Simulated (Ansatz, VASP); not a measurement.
# Cross-check of Fe between VASP and Ansatz, part 2 of 2

Aim: how closely do two programs agree when they are given the same cell, functional and k mesh? The cell is taken from a series of VASP runs on this material, whose earlier steps may have relaxed, scaled or displaced it; both programs get it as it stands.

VASP 6.6.1 and Ansatz 0.2.0.

So far: Starting point; VASP: relaxation of cell and atoms, r2SCAN.

### Step 3. Ansatz: relaxation of cell and atoms, r2SCAN

Level of this step: Ansatz beside VASP: Kohn-Sham DFT, plane waves, r2SCAN (Ansatz).

Ansatz runs on its default PAW (the set named soft_2) files.

The same cell, functional, mesh and smearing now go to Ansatz, which takes its cutoff from its data sets.

Contents of input.yaml:

```yaml
crystal:
  lattice:
    - [-1.43142, 1.43142, 1.43142]
    - [1.43142, -1.43142, 1.43142]
    - [1.43142, 1.43142, -1.43142]
  atoms:
    - { symbol: Fe, position: [0.0, 0.0, 0.0], spin: 3.0 }
hamiltonian:
  xc: r2scan
  pseudopotentials: { kind: paw }
magnetization:
  spin_polarized: true
kpoints:
  mp_grid: { grid: [24, 24, 24] }
scf:
  occupations: { method: methfessel_paxton, width: 0.15 }
relax:
  f_tol: 0.01
  max_steps: 60
  cell: { stress_tol: 0.05 }
output:
  forces: true
  stress: true
```

Launch:

```
> ansatz run input.yaml --threads 4 --pin off --max-ram 9216MiB --backend cpu --events-out ev --progress --plain --runs-dir out
```

Numbers of over 12 decimals in the logs are rounded to 6 here.

The program printed:

```text
Engine: ansatz 0.2.0, aarch64-unknown-linux-gnu
Pseudopotentials: kind: paw
Pseudopotential: Fe, paw, valence charge 16, recommended cutoff 500 eV (meta_gga), Fe.paw.azcp
Functional definition: r2SCAN
  parameter k0 = 0.174
  parameter k1 = 0.065
  parameter a1 = 4.9479
  exchange = r2scan_x(k0 = k0, k1 = k1, a1 = a1)
  correlation = r2scan_c
Crystal: 1 atoms, lattice volume = 11.732 Å³
Basis set: ecut = 500 eV, 321 PW (Γ), exchange–correlation on 80×80×80 points (64 copies of the dense FFT grid, shifted against one another)
Bands: 14, of which v1, the nominal top of the filled ones, is band 8 counted from 1 (7 counted from 0)
Symmetry: 48 space group operations
Space group: Im-3m (ITA 229), of the structure as read, at distance tolerance 2.3e-5 Å
Magnetic group: BNS 229.140 (UNI 1642), of the structure as read, at distance tolerance 2.3e-5 Å
k-points: 413 of 13824
Non-local potential: Fe, projectors of the file, l = 0: 3, l = 1: 2, l = 2: 3, l = 3: 1
PAW form: soft (Blöchl's): semilocal exchange-correlation on the pseudo side does not see the compensation charge
PAW frozen core: Fe, regenerated for the run's functional (the file was generated under x = pbe(κ = 0.804, μ = 0.219515), c = pbe(β = 0.066725))
PAW one-centre angular grid: Fe, 590 points (default); XC on 160 Gauss nodes
Initial density: superposition of atomic densities (chi_scale 0.1, normalization cell)
Starting moments: Σ|m| = 3 μB on 1 of 1 site
Initial wavefunctions: pseudopotential atomic-orbital guess
Functional: x = r2scan, c = r2scan; τ floored in thin density (d = 2e-4 eV/Å³)
SCF iter   1: F=—  HF=-4485.606987 eV  |F-HF|=—  |Δ(HF+E_count)|=         —  Δρ=8.49e-2 (↑3.20e-2 ↓8.49e-2)  dr2=1.03e0  dr2_τ=5.18e-3  dr2_m=9.88e-2  M=2.759 μB ∫|m|=2.851 μB  β_m=1.00  ethr=3.10e-3  ⟨swp⟩=4.6  Hψ=54872  notcnv=0
Mixer restart at iter 1: flushing history
preconditioner: auto → none  [metal: Δε(μ)=0.003 eV  Ē_g=15.293 eV  σ=0.150 eV  W_gap=0.01  n_scr=0 (ndim 8)  ℏωp=30.7 eV  f_vac=0.000  D(μ)=0.76/eV (n_scr^D=12)]
SCF iter   2: F=—  HF=-4485.403914 eV  |F-HF|=—  |Δ(HF+E_count)|=   2.03e-1  Δρ=2.93e-2 (↑2.93e-2 ↓1.54e-2)  dr2=1.80e-2  dr2_τ=3.15e-3  dr2_m=4.60e-2  M=2.731 μB ∫|m|=2.964 μB  β_m=1.00  ethr=3.10e-3  ⟨swp⟩=3.1  Hψ=27485  notcnv=0  defer=976  κ⁻¹=1.0e0(r=1)
SCF iter   3: F=—  HF=-4485.576396 eV  |F-HF|=—  |Δ(HF+E_count)|=         —  Δρ=1.04e-2 (↑1.04e-2 ↓6.29e-3)  dr2=6.43e-3  dr2_τ=2.92e-4  dr2_m=2.90e-3  M=2.719 μB ∫|m|=2.994 μB  β_m=1.00  ethr=1.13e-4  ⟨swp⟩=2.2  Hψ=22204  notcnv=0  defer=976
Mixer restart at iter 3: flushing history
SCF iter   4: F=—  HF=-4485.704811 eV  |F-HF|=—  |Δ(HF+E_count)|=   1.28e-1  Δρ=5.50e-3 (↑5.21e-3 ↓5.50e-3)  dr2=4.42e-3  dr2_τ=2.03e-4  dr2_m=6.85e-5  M=2.703 μB ∫|m|=2.999 μB  β_m=1.00  ethr=4.02e-5  ⟨swp⟩=2.0  Hψ=20760  notcnv=0  defer=969  κ⁻¹=1.0e0(r=1)
SCF iter   5: F=—  HF=-4485.804629 eV  |F-HF|=—  |Δ(HF+E_count)|=   9.98e-2  Δρ=4.47e-3 (↑3.43e-3 ↓4.47e-3)  dr2=2.88e-3  dr2_τ=1.13e-4  dr2_m=9.43e-5  M=2.689 μB ∫|m|=2.997 μB  β_m=1.00  ethr=2.76e-5  ⟨swp⟩=2.0  Hψ=21529  notcnv=0  defer=969  κ⁻¹=6.0e-2(r=2)
SCF iter   6: F=—  HF=-4485.893831 eV  |F-HF|=—  |Δ(HF+E_count)|=   8.92e-2  Δρ=1.89e-3 (↑1.47e-3 ↓1.89e-3)  dr2=9.00e-4  dr2_τ=9.14e-6  dr2_m=1.67e-5  M=2.662 μB ∫|m|=2.984 μB  β_m=1.00  ethr=1.80e-5  ⟨swp⟩=2.1  Hψ=22479  notcnv=0  defer=966  κ⁻¹=7.0e-3(r=3)
SCF iter   7: F=—  HF=-4485.895668 eV  |F-HF|=—  |Δ(HF+E_count)|=   1.84e-3  Δρ=5.51e-4 (↑3.58e-4 ↓5.51e-4)  dr2=1.61e-5  dr2_τ=2.75e-6  dr2_m=1.24e-5  M=2.652 μB ∫|m|=2.975 μB  β_m=1.00  ethr=5.63e-6  ⟨swp⟩=2.4  Hψ=19047  notcnv=0  defer=962  κ⁻¹=2.3e-3(r=4)
SCF iter   8: F=—  HF=-4485.891989 eV  |F-HF|=—  |Δ(HF+E_count)|=         —  Δρ=6.05e-4 (↑6.05e-4 ↓1.32e-4)  dr2=2.12e-5  dr2_τ=1.97e-7  dr2_m=1.34e-5  M=2.655 μB ∫|m|=2.980 μB  β_m=1.20  ethr=1.01e-7  ⟨swp⟩=2.5  Hψ=19193  notcnv=0  defer=962
Mixer restart at iter 8: flushing history
iteration 8: the input's own smearing fills from here on; a Gaussian of 0.15 eV has filled iterations ahead of it
SCF iter   9: F=—  HF=-4485.892007 eV  |F-HF|=—  |Δ(HF+E_count)|=   1.81e-5  S|Δr|=    0.00e0  Δρ=1.37e-4 (↑1.37e-4 ↓9.24e-5)  dr2=9.45e-7  dr2_τ=1.13e-7  dr2_m=3.60e-7  M=2.655 μB ∫|m|=2.980 μB  β_m=1.20  ethr=1.01e-7  ⟨swp⟩=2.0  Hψ=17193  notcnv=0  defer=962  κ⁻¹=1.0e0(r=1)
SCF iter  10: F=—  HF=-4485.892007 eV  |F-HF|=—  |Δ(HF+E_count)|=   9.28e-9  S|Δr|=    0.00e0  Δρ=7.10e-5 (↑7.10e-5 ↓6.76e-5)  dr2=3.93e-7  dr2_τ=1.67e-8  dr2_m=2.91e-9  M=2.655 μB ∫|m|=2.980 μB  β_m=1.20  ethr=5.91e-9  ⟨swp⟩=1.6  Hψ=12128  notcnv=0  defer=962  κ⁻¹=5.1e-3(r=2)
SCF iter  11: F=—  HF=-4485.892008 eV  |F-HF|=—  |Δ(HF+E_count)|=   7.01e-7  S|Δr|=    0.00e0  Δρ=4.26e-5 (↑4.26e-5 ↓3.81e-5)  dr2=1.16e-7  dr2_τ=4.49e-9  dr2_m=2.14e-8  M=2.655 μB ∫|m|=2.980 μB  β_m=1.20  ethr=2.45e-9  ⟨swp⟩=2.0  Hψ=14580  notcnv=0  defer=962  κ⁻¹=1.9e-3(r=3)
SCF iter  12: F=-4485.892008 eV  HF=-4485.892008 eV  |F-HF|=9.17e-8  |Δ(HF+E_count)|=   3.82e-7  S|Δr|=    0.00e0  Δρ=1.03e-5 (↑8.80e-6 ↓1.03e-5)  dr2=4.22e-9  dr2_τ=2.03e-10  dr2_m=4.26e-9  M=2.654 μB ∫|m|=2.980 μB  ethr=6.25e-10  ⟨swp⟩=4.0  Hψ=32578  notcnv=0
SCF 1 converged in 12 iterations: F = -4485.892008 eV  dr2 = 4.22e-9
  greatest PAW one-centre occupation: 1.005 electrons in one spin orbital (limit 2), on the Fe atom at site 0 (counted from 0), in its partial waves of l = 1
relax step   1: F+E_penalty+E_count = -4485.89200827 eV  Δ(F+E_penalty+E_count) = +0.000e0 eV  max|allowed force component| = 0.000e0 eV/Å  Δτ_max = 0.0000 Å  P = +0.898 GPa  Ω = 11.732 Å³  (12 SCF iters, dr2 threshold 1.00e-7 eV, accepted)
[...]
relax step   2: F+E_penalty+E_count = -4485.89210402 eV  Δ(F+E_penalty+E_count) = -9.574e-5 eV  max|allowed force component| = 0.000e0 eV/Å  Δτ_max = 0.0000 Å  P = +0.395 GPa  Ω = 11.767 Å³  energy of the carried Pulay correction = -4.643e-5 eV  (8 SCF iters, dr2 threshold 1.00e-7 eV, accepted)
[...]
relax step   3: F+E_penalty+E_count = -4485.89210167 eV  Δ(F+E_penalty+E_count) = +2.345e-6 eV  max|allowed force component| = 0.000e0 eV/Å  Δτ_max = 0.0000 Å  P = -0.004 GPa  Ω = 11.795 Å³  energy of the carried Pulay correction = -8.294e-5 eV  (7 SCF iters, dr2 threshold 1.00e-7 eV, accepted)
[...]
relax step   4: F+E_penalty+E_count = -4485.89218540 eV  Δ(F+E_penalty+E_count) = -8.373e-5 eV  max|allowed force component| = 0.000e0 eV/Å  Δτ_max = 0.0000 Å  P = +0.004 GPa  Ω = 11.795 Å³  stress off target by 3.64e-3 GPa  SCF on the basis re-selected at this cell (its energy is not comparable with the rows above)  (8 SCF iters)
basis re-selected at this cell: Δ(F+E_penalty+E_count) = -8.373e-5 eV, ΔP = +0.008 GPa vs the last step (what re-selecting the basis moved, of the pressure what is left beyond the Pulay correction that the steps carried, after the strain that the cell walked since its last selection, with what the two solves' SCF thresholds leave and, on support functions, any second-order correction that the steps lacked; it is no measure of the basis error at this ecutwfc). This SCF's stress stands 3.64e-3 GPa from its target on what of the cell is left free (relax.cell.stress_tol is 5.00e-2 GPa) and its largest allowed force component is 0.00e0 eV/Å (relax.f_tol is 1.00e-2 eV/Å): [rest of the remark cut]
SCF converged after 8 iterations
Stability not checked: this state was not tested for a lower state beside it, because cold or Methfessel-Paxton smearing, or corrected tetrahedra, fill the levels in a way that the test cannot read (fill_not_monotonic; see scf.lower_state_search)
Magnetization: 2.6625 μB (9.3313 up, 6.6687 down)
Absolute magnetization: 2.9908 μB (∫|ρ↑−ρ↓|, with the PAW one-centre terms)
Spin contamination: 0.1241 ħ² per cell (⟨S²⟩ above its minimum at these occupations)
Per-site moments (μB) at R_I (Å): [(2.818082, 1.024542)]
Free energy (F): -4485.892185 eV
Harris-Foulkes:  -4485.892185 eV  (|F-HF|=1.82e-12)
Internal energy: -4485.892337 eV  (E = F + TS)
E sigma→0 (E₀):  -4485.892223 eV
Entropy (-TS):   0.000151 eV (0.151 meV/atom)
Fermi energy:    17.688705 eV
--- Per-component energies (eV) ---
  E_band       = -245.700491
  E_kinetic    = 348.476988
  E_local      = -2112.834071  (includes V_loc(G=0)·N_el)
  E_nonlocal   = 223.372810
  E_hartree    = 886.397410
  E_xc         = -112.847564
  E_vxc        = -167.506805  (∫ρ·V_xc dr)
  E_paw        = -1379.349605  (= ΣΔE_a)
  E_vpaw       = -322.054721  (= ΣTr[D̂ρ^β])
  E_aug_tail   = 0.000248  (compensation charges beyond the density's cutoff)
  E_vtau       = 12.050207  (kinetic-family band-sum trace: ∫τ·v_τ [+ j·A + Jᵃ·Aᵃ] dr)
  E_ewald      = -2338.819077
  E_core_change = -0.289475  (= ΣΔE_core)
  E_smearing   = 0.000151  (= −TS)
  E_closure    = -0.000000  (closes the sum)
  Σ components = -4485.892185   (vs F -4485.892185, Δ=0.00e0)
--- Forces (eV/Å), atoms counted from 1 ---
  atom   1  Fe    -0.00000000     0.00000000     0.00000000
  max |Σ_I F_I| component: 1.31e-31 eV/Å
--- Stress (GPa, compression-positive) ---
        0.003645      -0.000000       0.000000
        0.000000       0.003645       0.000000
        0.000000       0.000000       0.003645
  P = ⅓ Tr σ = 0.0036 GPa (0.036 kbar)
--- Relaxed structure (3 steps of the walk, 3 accepted, 1 SCFs on fresh bases) ---
  F+E_penalty+E_count = -4485.89218540 eV   max|allowed force component| = 0.000e0 eV/Å   (the final SCF, on the basis selected at the relaxed cell)
  cell:  # Å, volume = 11.7949 Å³
    - [-1.433986, 1.433986, 1.433986]
    - [1.433986, -1.433986, 1.433986]
    - [1.433986, 1.433986, -1.433986]
  atoms:
    - { symbol: Fe, position: [0.0, 0.0, 0.0] }
```

Wall time 16 s (4 threads of Arm Neoverse V2, shared host); peak memory 0.5 GiB; 59 s of CPU time.

### Step 4. Comparison

Known differences besides the potentials themselves: VASP keeps PBE cores, Ansatz makes them for the functional; both relaxations stop at a tolerance, which leaves soft axes loose, and VASP keeps its plane-wave basis; the data sets hold 16 valence electrons in Ansatz (default PAW (the set named soft_2) files) and 8 in VASP; the cutoff is 500 eV in Ansatz and 520 eV in VASP; Ansatz adds a Pulay correction to the stress that steers its cell, VASP none; site moments are counted in spheres of each program's own size. Total energies have different zeros and are not compared.

Compared:

| quantity | Ansatz | VASP | difference |
| --- | --- | --- | --- |
| volume (Å³) | 11.79 | 11.77 | +0.23 % |
| edge a after relaxation, in the typed setting (Å) | 2.484 | 2.482 | +0.08 % |
| total moment (μB) | 2.66 | 2.66 | 0.00 |
| moment on Fe1 (μB) | 2.82 | 2.73 | +0.09 |

The walks stopped with 0.00 GPa left in Ansatz and 0.04 GPa in VASP; each walk ends within a tolerance, so the volume difference is uncertain by about these residues over the bulk modulus, most in soft cells.

### Step 5. Summary of results

```yaml
difference_in_volume_relaxation_of_cell_and_atoms_r2scan: 0.23 %
```

What this shows: The difference in volume is 0.23 % (relaxation of cell and atoms, r2SCAN), within the 1.2 % picked in this series as the mark of a large difference, as far as the stopping tolerances let one tell. 1 further run of this series is not shown here. Such differences can come from data sets, numerical settings and the points named under the comparisons, not from the functional's error against experiment.

[Lines on the potential files, build, host, timing and source positions are cut from VASP's logs without a mark.]

[Logs are printed without paths, hosts, clocks, repeated set-up lines and the standing remarks that a program may print on its own settings, such as how far it seeks lower states.]

[Hosts, paths, dates, database ids (printed as entryN), source tags and the programs' standing remarks are cut or masked in the printed files.]
